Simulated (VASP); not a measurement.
Input of a VASP 6.6.1 run:

Contents of INCAR:

```
ALGO     = Normal         # electronic algorithm
EDIFF    = 1E-6           # SCF threshold, eV
EDIFFG   = -0.01          # ionic threshold
ENCUT    = 520            # plane-wave cutoff, eV
GGA      = PE             # functional
IBRION   = 2              # ionic algorithm
ISIF     = 3              # what is computed and relaxed
ISMEAR   = 0              # smearing method
KPAR     = 8            
LASPH    = T              # aspherical terms in the spheres
LCHARG   = F              # write CHGCAR
LREAL    = F              # projectors in reciprocal space
LWAVE    = F              # write WAVECAR
NELM     = 120            # most SCF steps
NSW      = 90             # ionic steps
PREC     = Accurate       # precision mode
SIGMA    = 0.1            # smearing width, eV
```

File KPOINTS:

```
k-points
0
Gamma
  8 4 6
```

Contents of POSCAR:

```
Sn2GeO3
1.0
    3.8060000000      0.0000000000      0.0000000000
    0.0000000000     11.2850000000      0.0000000000
    0.0000000000      0.0000000000      4.7590000000
Sn Ge O
4 2 6
Direct
    0.0000000000      0.8350465200      0.7530993900
    0.0000000000      0.1649534800      0.7530993900
    0.5000000000      0.6649534800      0.2469006100
    0.5000000000      0.3350465200      0.2469006100
    0.0000000000      0.5000000000      0.7839882300
    0.5000000000      0.0000000000      0.2160117700
    0.0000000000      0.6610988000      0.9949569200
    0.0000000000      0.3389012000      0.9949569200
    0.0000000000      0.0000000000      0.0153393600
    0.5000000000      0.8389012000      0.0050430800
    0.5000000000      0.1610988000      0.0050430800
    0.5000000000      0.5000000000      0.9846606400
```

Potentials or basis: VASP PAW PBE potentials, release 64 (Sn_d, Ge_d, O).

The run is started by

```console
$ cat potpaw_PBE.64/Sn_d/POTCAR potpaw_PBE.64/Ge_d/POTCAR potpaw_PBE.64/O/POTCAR > POTCAR
$ mpirun -np 8 vasp_std > vasp.out
```

Estimate the band gap on the k mesh.

0.65 eV, indirect (least direct gap 2.11 eV).

Estimate the space group after relaxing (to 0.05 Å).

Pmmn (No. 59).

Forces on the atoms (eV/Å):
```
Sn   0.000  0.001  0.008
Sn   0.000 -0.001  0.008
Sn   0.000 -0.001 -0.008
Sn   0.000  0.001 -0.008
Ge   0.000  0.000 -0.002
Ge   0.000  0.000  0.002
O    0.000 -0.002 -0.001
O    0.000  0.002 -0.001
O    0.000  0.000  0.002
O    0.000  0.002  0.001
O    0.000 -0.002  0.001
O    0.000  0.000 -0.002
```

Caveat: spin-orbit coupling is left out, which moves the levels of the heavy elements. Expect the measured gap to be larger: semilocal functionals such as PBE lack the derivative discontinuity.
